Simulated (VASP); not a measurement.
A VASP calculation is set up with these files.

### INCAR
```
# general
SYSTEM  = SnO
PREC    = Accurate
ENCUT   = 620
LREAL   = F
LASPH   = T

# electronic loop
EDIFF   = 1E-6
NELM    = 100
ALGO    = Normal
LMAXMIX = 4

# smearing
ISMEAR  = 1
SIGMA   = 0.1

# ions
IBRION  = 2
NSW     = 40
ISIF    = 3
EDIFFG  = -0.02
PSTRESS = 100

# output
LWAVE   = F
LCHARG  = F
```

### POSCAR
```
SnO
1.0
  3.6624172025   0.0000000000   0.0000000000
  0.0000000000   3.6624172025   0.0000000000
  0.0000000000   0.0000000000   4.2498275098
Sn O
2 2
Cartesian
  1.8312086012   3.6624172025   3.0921167053
  0.0000000000   1.8312086012   1.1577108045
  1.8312086012   1.8312086012   4.2498275098
  0.0000000000   3.6624172025   0.0000000000
```

KPOINTS:
```
Automatic mesh
0
Gamma
  8 8 7
0 0 0
```

POTCAR, in this order: Sn_d O (LDA.64 set). Program: vasp_std.

Task: Translate this LDA calculation to Ansatz.

Result: One equivalent input (not run):
Ansatz 0.2 input:
```yaml
crystal:
  lattice:
    - [3.6624172, 0.0000000, 0.0000000]
    - [0.0000000, 3.6624172, 0.0000000]
    - [0.0000000, 0.0000000, 4.2498275]
  atoms:
    - { symbol: Sn, position: [0.5000000, 1.0000000, 0.7275864] }
    - { symbol: Sn, position: [0.0000000, 0.5000000, 0.2724136] }
    - { symbol: O, position: [0.5000000, 0.5000000, 1.0000000] }
    - { symbol: O, position: [0.0000000, 1.0000000, 0.0000000] }
kpoints:
  mp_grid: { grid: [8, 8, 7] }
hamiltonian:
  xc: lda
  pseudopotentials: { kind: paw }
scf:
  occupations: { method: methfessel_paxton, width: 0.1 }
  max_iter: 100
relax:
  max_steps: 40
  f_tol: 0.02
  cell: { p_target: 10 }
output: { forces: true, stress: true, eigenvalues: true }
```
What does not carry over: each code has its own PAW files, so the cut-off isn't converted (ENCUT is set for VASP's; basis.ecutwfc is left out, and Ansatz then takes the one that its files recommend); Ansatz stops its SCF on the density residual and VASP on the energy change (EDIFF); Ansatz's lda is the Perdew-Wang form, while the LDA potentials of VASP carry Perdew-Zunger's.

The compound is SnO in the litharge structure. It was relaxed first under an external pressure of 10 GPa.
